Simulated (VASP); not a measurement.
# KAl (Pm-3m) in VASP: further runs

One crystal, KAl, is run at these levels: TPSS, TB-mBJ, LDA; tasks: band structure.

Everything below comes from runs of VASP 6.6.1. Logs are shortened: lines on timing, memory, paths and dates and some standing lists are left out, and cuts for length are marked.

### Step 1. Starting point

Symmetry: Pm-3m, No. 221, cubic system. The conventional cell has a = 4.127 Å, b = 4.127 Å, c = 4.127 Å, α = 90.00°, β = 90.00°, γ = 90.00°. Around K (site symmetry m-3m) lie 8 Al at 3.57 Å. Al (site symmetry m-3m) is surrounded by 8 K at 3.57 Å.

The cell was built by a generator and needn't be a form met in nature.

### Step 2. Band structure, TPSS

File INCAR:

```
SYSTEM = KAl
ALGO = Normal
EDIFF = 1E-6
ENCUT = 520
ISIF = 2
ISMEAR = -1
LASPH = .True.
LCHARG = .False.
LMIXTAU = .True.
LREAL = .False.
LWAVE = .False.
METAGGA = TPSS
NELM = 100
PREC = Accurate
SIGMA = 0.05
```

File KPOINTS:

```
k-points
0
Gamma
  7 7 7
  0 0 0
```

File POSCAR:

```
KAl
1.0
    4.1269100000      0.0000000000      0.0000000000
    0.0000000000      4.1269100000      0.0000000000
    0.0000000000      0.0000000000      4.1269100000
K Al
1 1
Direct
    0.5000000000      0.5000000000      0.5000000000
    0.0000000000      0.0000000000      0.0000000000
```

File KPOINTS_OPT:

```
path GXMGRX,MR
15
line-mode
reciprocal
 0.0000000000  0.0000000000  0.0000000000  G
 0.0000000000  0.5000000000  0.0000000000  X

 0.0000000000  0.5000000000  0.0000000000  X
 0.5000000000  0.5000000000  0.0000000000  M

 0.5000000000  0.5000000000  0.0000000000  M
 0.0000000000  0.0000000000  0.0000000000  G

 0.0000000000  0.0000000000  0.0000000000  G
 0.5000000000  0.5000000000  0.5000000000  R

 0.5000000000  0.5000000000  0.5000000000  R
 0.0000000000  0.5000000000  0.0000000000  X

 0.5000000000  0.5000000000  0.0000000000  M
 0.5000000000  0.5000000000  0.5000000000  R
```

Potentials or basis: VASP PAW PBE potentials, release 64 (K_sv, Al).

Command:

```
> cat potpaw_PBE.64/K_sv/POTCAR potpaw_PBE.64/Al/POTCAR > POTCAR
> mpirun -np 1 vasp_std > vasp.out
```

OUTCAR:

```text
SYSTEM = KAl
   EDIFF = 1E-6
   ENCUT = 520
   ISIF = 2
   ISMEAR = -1
   LASPH = .True.
   LREAL = .False.
   METAGGA = TPSS
   NELM = 100
   PREC = Accurate

 ion  position               nearest neighbor table
   1  0.500  0.500  0.500-   2 3.57   2 3.57   2 3.57   2 3.57   2 3.57   2 3.57   2 3.57   2 3.57

   2  0.000  0.000  0.000-   1 3.57   1 3.57   1 3.57   1 3.57   1 3.57   1 3.57   1 3.57   1 3.57

  LATTYP: Found a simple cubic cell.
 ALAT       =     4.1269100000

  Lattice vectors:

 A1 = (   4.1269100000,   0.0000000000,   0.0000000000)
 A2 = (   0.0000000000,   4.1269100000,   0.0000000000)
 A3 = (   0.0000000000,   0.0000000000,   4.1269100000)

Analysis of symmetry for initial positions (statically):
=====================================================================
 Subroutine PRICEL returns:
 Original cell was already a primitive cell.

 Routine SETGRP: Setting up the symmetry group for a
 simple cubic supercell.

 Subroutine GETGRP returns: Found 48 space group operations
 (whereof 48 operations were pure point group operations)
 out of a pool of 48 trial point group operations.

The static configuration has the point symmetry O_h .

Analysis of symmetry for dynamics (positions and initial velocities):
=====================================================================
 Subroutine PRICEL returns:
 Original cell was already a primitive cell.

 Routine SETGRP: Setting up the symmetry group for a
 simple cubic supercell.

 Subroutine GETGRP returns: Found 48 space group operations
 (whereof 48 operations were pure point group operations)
 out of a pool of 48 trial point group operations.

The dynamic configuration has the point symmetry O_h .

 Subroutine INISYM returns: Found 48 space group operations
 (whereof 48 operations are pure point group operations),
 and found     1 'primitive' translations

----------------------------------------------------------------------------------------

                                     Primitive cell

  volume of cell :      70.2870

  direct lattice vectors                    reciprocal lattice vectors
     4.126910000  0.000000000  0.000000000     0.242312045  0.000000000  0.000000000
     0.000000000  4.126910000  0.000000000     0.000000000  0.242312045  0.000000000
     0.000000000  0.000000000  4.126910000     0.000000000  0.000000000  0.242312045

  length of vectors
     4.126910000  4.126910000  4.126910000     0.242312045  0.242312045  0.242312045

  position of ions in fractional coordinates (direct lattice)
     0.500000000  0.500000000  0.500000000
     0.000000000  0.000000000  0.000000000

  ion indices of the primitive-cell ions
   primitive index   ion index
                 1           1
                 2           2

----------------------------------------------------------------------------------------

 KPOINTS: k-points

Automatic generation of k-mesh.
 Grid dimensions read from file:
 generate k-points for:    7    7    7

 Generating k-lattice:

  Cartesian coordinates                     Fractional coordinates (reciprocal lattice)
     0.034616006  0.000000000  0.000000000     0.142857143  0.000000000  0.000000000
     0.000000000  0.034616006  0.000000000     0.000000000  0.142857143  0.000000000
     0.000000000  0.000000000  0.034616006     0.000000000  0.000000000  0.142857143

  Length of vectors
     0.034616006  0.034616006  0.034616006

  Shift w.r.t. Gamma in fractional coordinates (k-lattice)
     0.000000000  0.000000000  0.000000000

 Subroutine IBZKPT returns following result:
 ===========================================

 Found     20 irreducible k-points:

 Following reciprocal coordinates:
            Coordinates               Weight
  0.000000  0.000000  0.000000      1.000000
  0.142857  0.000000  0.000000      6.000000
  0.285714  0.000000  0.000000      6.000000
  0.428571  0.000000  0.000000      6.000000
  0.142857  0.142857  0.000000     12.000000
  0.285714  0.142857  0.000000     24.000000
[... 12 lines left out ...]
  0.428571  0.428571  0.285714     24.000000
  0.428571  0.428571  0.428571      8.000000
   k-points           NKPTS =     20   k-points in BZ     NKDIM =     20   number of bands    NBANDS=     10
   number of dos      NEDOS =    301   number of ions     NIONS =      2
   total plane-waves  NPLWV =  32768
   dimension x,y,z NGX =    32 NGY =   32 NGZ =   32
   dimension x,y,z NGXF=    64 NGYF=   64 NGZF=   64
   ions per type =               1   1
   NGX,Y,Z   is equivalent  to a cutoff of  12.89, 12.89, 12.89 a.u.
   NGXF,Y,Z  is equivalent  to a cutoff of  25.78, 25.78, 25.78 a.u.
 SYSTEM =  KAl
   PREC   = accura    normal or accurate (medium, high low for compatibility)
   ISTART =      0    job   : 0-new  1-cont  2-samecut
   ICHARG =      2    charge: 1-file 2-atom 10-const
   ISPIN  =      1    spin polarized calculation?
   LNONCOLLINEAR =      F non collinear calculations
   LSORBIT =      F    spin-orbit coupling
   LASPH  =      T    aspherical Exc in radial PAW
   ENCUT  =  520.0 eV  38.22 Ry    6.18 a.u.   7.67  7.67  7.67*2*pi/ulx,y,z
   NELM   =    100;   NELMIN=  2; NELMDL= -5     # of ELM steps
   EDIFF  = 0.1E-05   stopping-criterion for ELM
   LREAL  =      F    real-space projection
   EDIFFG = 0.1E-04   stopping-criterion for IOM
   NSW    =      0    number of steps for IOM
   IBRION =     -1    ionic relax: 0-MD 1-quasi-New 2-CG
   NFREE  =      0    steps in history (QN), initial steepest desc. (CG)
   ISIF   =      2    stress and relaxation
   ISYM   =      2    0-nonsym 1-usesym 2-fastsym
   POTIM  = 0.5000    time-step for ionic-motion
   TEBEG  =    0.0;   TEEND  =   0.0 temperature during run
   PSTRESS=    0.0 pullay stress
   NELECT =      12.0000    total number of electrons
   NUPDOWN=      -1.0000    fix difference up-down
   EMIN   =  10.00;   EMAX   =-10.00  energy-range for DOS
   EFERMI =   0.00;   METHOD = LEGACY
   ISMEAR =    -1;   SIGMA  =   0.05  broadening in eV -4-tet -1-fermi 0-gaus
   EFERMI_NEDOS =   21; number of points for ismear=-14 and -15
   IALGO  =     38    algorithm
   IMIX   =      4    mixing-type and parameters
     AMIX     =   0.40;   BMIX     =  1.00
     AMIX_MAG =   1.60;   BMIX_MAG =  1.00
  volume/ion in A,a.u.               =      35.14       237.16
  Fermi-wavevector in a.u.,A,eV,Ry     =   0.908190  1.716231 11.222219  0.824810
  Thomas-Fermi vector in A             =   2.032087
   LORBIT       =      0    0 simple, 1 ext, 2 COOP (PROOUT), +10 PAW based schemes
   METAGGA = TPSS    functional components
   LHFCALC =     F    Hartree Fock is set to
   AEXX    =    0.0000 exact exchange contribution
   IVDW    =     0    specifies the selected vdW correction
   LEPSILON=     F    determine dielectric tensor
   LRPA    =     F    only Hartree local field effects (RPA)
 non-spin polarized calculation
  energy-cutoff  :      520.00
  volume of cell :       70.29
 maximum number of plane-waves:      1907
 NGX is ok and might be reduce to    32
   NGX = 15   NGY = 15   NGZ = 15

 number of electron      12.0000003 magnetization

 Free energy of the ion-electron system (eV)
  ---------------------------------------------------
  ext. energy  EPLUGINS =         0.00000000
  ---------------------------------------------------
  free energy    TOTEN  =       -14.07471864 eV

  energy without entropy =      -14.06377587  energy(sigma->0) =      -14.06924725

 E-fermi :   1.4677     XC(G=0):  -7.7890

 val. band max:        1.4555557226   @ k =   0.2857   0.2857   0.0000
 cond. band min:       1.5813027114   @ k =   0.4286   0.4286   0.4286
 fundamental gap:      0.1257469888
 Fermi energy:         1.4676508554

 k-point     1 :       0.0000    0.0000    0.0000
  band No.  band energies     occupation
      1     -29.6288      2.00000
      2     -12.7193      2.00000
      3     -12.7193      2.00000
      4     -12.7193      2.00000
      5      -4.2009      2.00000
      6       4.2139      0.00000
      7       4.2139      0.00000
      8       4.2139      0.00000
      9       4.4745      0.00000
     10       4.4745      0.00000

 k-point     2 :       0.1429    0.0000    0.0000
  band No.  band energies     occupation
      1     -29.6273      2.00000
      2     -12.7512      2.00000
      3     -12.7164      2.00000
      4     -12.7164      2.00000
      5      -4.0286      2.00000
      6       2.6834      0.00000
      7       4.2060      0.00000
      8       4.2060      0.00000
      9       4.6383      0.00000
     10       5.6063      0.00000

 k-point     3 :       0.2857    0.0000    0.0000
  band No.  band energies     occupation
      1     -29.6239      2.00000
      2     -12.8214      2.00000
      3     -12.7098      2.00000
      4     -12.7098      2.00000
      5      -3.5598      2.00000
      6       1.0881      1.99899
      7       4.1819      0.00000
      8       4.1819      0.00000
      9       5.1182      0.00000
     10       6.7016      0.00000

 k-point     4 :       0.4286    0.0000    0.0000
  band No.  band energies     occupation
      1     -29.6212      2.00000
      2     -12.8765      2.00000
      3     -12.7045      2.00000
      4     -12.7045      2.00000
      5      -3.0170      2.00000
      6      -0.0390      2.00000
      7       4.1560      0.00000
      8       4.1560      0.00000
      9       5.8186      0.00000
     10       7.4607      0.00000
[... 170 lines left out ...]
 k-point    18 :       0.4286    0.2857    0.2857
  band No.  band energies     occupation
      1     -29.6118      2.00000
      2     -12.8391      2.00000
      3     -12.7855      2.00000
      4     -12.7791      2.00000
      5      -2.2082      2.00000
      6       1.0338      1.99966
      7       1.9523      0.00012
      8       2.6622      0.00000
      9       5.5995      0.00000
     10       5.7523      0.00000

 k-point    19 :       0.4286    0.4286    0.2857
  band No.  band energies     occupation
      1     -29.6092      2.00000
      2     -12.8303      2.00000
      3     -12.8287      2.00000
      4     -12.7750      2.00000
      5      -1.8526      2.00000
      6       1.2897      1.94465
      7       1.3026      1.92892
      8       2.5616      0.00000
      9       4.9659      0.00000
     10       6.1226      0.00000

 k-point    20 :       0.4286    0.4286    0.4286
  band No.  band energies     occupation
      1     -29.6066      2.00000
      2     -12.8221      2.00000
      3     -12.8202      2.00000
      4     -12.8202      2.00000
      5      -1.3908      2.00000
      6       1.3184      1.90378
      7       1.3184      1.90378
      8       1.5813      0.18676
      9       5.5387      0.00000
     10       5.7399      0.00000

------------------------ aborting loop because EDIFF is reached ----------------------------------------

  FORCE on cell =-STRESS in cart. coord.  units (eV):
  Direction    XX          YY          ZZ          XY          YZ          ZX
  --------------------------------------------------------------------------------------
  -------------------------------------------------------------------------------------
  Total        0.0895643      0.0895643      0.0895643     -0.0000000     -0.0000000      0.0000000
  in kB        2.0416000      2.0416000      2.0416000     -0.0000000     -0.0000000      0.0000000
  external PRESSURE =       2.0416000 kB  Pullay stress =       0.0000000 kB

 VOLUME and BASIS-vectors are now :
 -----------------------------------------------------------------------------
  energy-cutoff  :      520.00
  volume of cell :       70.29
      direct lattice vectors                 reciprocal lattice vectors
     4.126910000  0.000000000  0.000000000     0.242312045  0.000000000  0.000000000
     0.000000000  4.126910000  0.000000000     0.000000000  0.242312045  0.000000000
     0.000000000  0.000000000  4.126910000     0.000000000  0.000000000  0.242312045

 POSITION                                       TOTAL-FORCE (eV/Angst)
 -----------------------------------------------------------------------------------
      2.06345      2.06345      2.06345         0.000000      0.000000      0.000000
      0.00000      0.00000      0.00000         0.000000      0.000000      0.000000
 -----------------------------------------------------------------------------------
    total drift:                                0.000000     -0.000000     -0.000000

  FREE ENERGIE OF THE ION-ELECTRON SYSTEM (eV)
  ---------------------------------------------------
  free  energy   TOTEN  =       -14.0747186422 eV

  energy  without entropy=      -14.0637758651  energy(sigma->0) =      -14.06924725
```

It took 70 s on 1 thread of Intel Xeon Platinum 8559C (Emerald Rapids), shared host; peak memory 0.18 GiB.

Results:

- Free energy: -14.0747 eV
- Pressure: 0.2 GPa
- Band gap along the path: none (metal or under the smearing width)

Levels at the corners of the path, in eV from the Fermi level:
| point | band 3 | band 4 | band 5 | band 6 | band 7 | band 8 | band 9 | band 10 |
| --- | --- | --- | --- | --- | --- | --- | --- | --- |
| Γ | -14.19 | -14.19 | -5.67 | 2.75 | 2.75 | 2.75 | 3.01 | 3.01 |
| X | -14.17 | -14.17 | -4.38 | -1.69 | 2.68 | 2.68 | 4.55 | 5.72 |
| X | -14.17 | -14.17 | -4.38 | -1.69 | 2.68 | 2.68 | 4.55 | 5.72 |
| M | -14.32 | -14.16 | -3.77 | -0.29 | -0.29 | 2.32 | 3.94 | 5.59 |
| M | -14.32 | -14.16 | -3.77 | -0.29 | -0.29 | 2.32 | 3.94 | 5.59 |
| Γ | -14.19 | -14.19 | -5.67 | 2.75 | 2.75 | 2.75 | 3.01 | 3.01 |
| Γ | -14.19 | -14.19 | -5.67 | 2.75 | 2.75 | 2.75 | 3.01 | 3.01 |
| R | -14.29 | -14.29 | -2.56 | -0.23 | -0.23 | -0.23 | 4.23 | 4.23 |
| R | -14.29 | -14.29 | -2.56 | -0.23 | -0.23 | -0.23 | 4.23 | 4.23 |
| X | -14.17 | -14.17 | -4.38 | -1.69 | 2.68 | 2.68 | 4.55 | 5.72 |
| M | -14.32 | -14.16 | -3.77 | -0.29 | -0.29 | 2.32 | 3.94 | 5.59 |
| R | -14.29 | -14.29 | -2.56 | -0.23 | -0.23 | -0.23 | 4.23 | 4.23 |

Caveat: the PAW data sets were made with another functional, which shifts forces and pressure a little.

### Step 3. Band structure, TB-mBJ

POSCAR is that of step 2.

File INCAR.step1:

```
SYSTEM = KAl
ALGO = Normal
EDIFF = 1E-5
ENCUT = 520
GGA = PE
ISIF = 2
ISMEAR = -1
LASPH = .True.
LCHARG = .False.
LREAL = .False.
LWAVE = .True.
NELM = 100
PREC = Accurate
SIGMA = 0.05
```

File INCAR.step2:

```
SYSTEM = KAl
ALGO = Normal
EDIFF = 1E-6
ENCUT = 520
ISIF = 2
ISMEAR = -1
ISTART = 1
LASPH = .True.
LCHARG = .False.
LREAL = .False.
LWAVE = .False.
METAGGA = MBJ
NELM = 100
PREC = Accurate
SIGMA = 0.05
```

KPOINTS is that of step 2.

KPOINTS_OPT is that of step 2.

Potentials or basis: VASP PAW PBE potentials, release 64 (K_sv, Al).

Command:

```
> cat potpaw_PBE.64/K_sv/POTCAR potpaw_PBE.64/Al/POTCAR > POTCAR
> cp INCAR.step1 INCAR
> mpirun -np 1 vasp_std > vasp.out
> cp INCAR.step2 INCAR
> mpirun -np 1 vasp_std > vasp.out
```

Wall time 36 s (1 thread of Intel Xeon Platinum 8559C (Emerald Rapids), shared host); peak memory 0.19 GiB.

Results (log left out):

| Property | Result |
| --- | --- |
| Band gap along the path | none (metal or under the smearing width) |

Levels at the corners of the path, in eV from the Fermi level:
| point | band 2 | band 3 | band 4 | band 5 | band 6 | band 7 | band 8 | band 9 | band 10 |
| --- | --- | --- | --- | --- | --- | --- | --- | --- | --- |
| Γ | -14.92 | -14.92 | -14.92 | -5.54 | 2.77 | 2.77 | 2.77 | 2.88 | 2.88 |
| X | -15.06 | -14.90 | -14.90 | -4.30 | -1.63 | 2.61 | 2.61 | 4.34 | 5.53 |
| X | -15.06 | -14.90 | -14.90 | -4.30 | -1.63 | 2.61 | 2.61 | 4.34 | 5.53 |
| M | -15.03 | -15.03 | -14.89 | -3.70 | -0.28 | -0.28 | 2.34 | 3.96 | 5.15 |
| M | -15.03 | -15.03 | -14.89 | -3.70 | -0.28 | -0.28 | 2.34 | 3.96 | 5.15 |
| Γ | -14.92 | -14.92 | -14.92 | -5.54 | 2.77 | 2.77 | 2.77 | 2.88 | 2.88 |
| Γ | -14.92 | -14.92 | -14.92 | -5.54 | 2.77 | 2.77 | 2.77 | 2.88 | 2.88 |
| R | -15.01 | -15.01 | -15.01 | -2.50 | -0.29 | -0.29 | -0.29 | 4.36 | 4.36 |
| R | -15.01 | -15.01 | -15.01 | -2.50 | -0.29 | -0.29 | -0.29 | 4.36 | 4.36 |
| X | -15.06 | -14.90 | -14.90 | -4.30 | -1.63 | 2.61 | 2.61 | 4.34 | 5.53 |
| M | -15.03 | -15.03 | -14.89 | -3.70 | -0.28 | -0.28 | 2.34 | 3.96 | 5.15 |
| R | -15.01 | -15.01 | -15.01 | -2.50 | -0.29 | -0.29 | -0.29 | 4.36 | 4.36 |

Caveat: the PAW data sets were made with another functional, which shifts forces and pressure a little.

(Continued in part 2 of 2.)
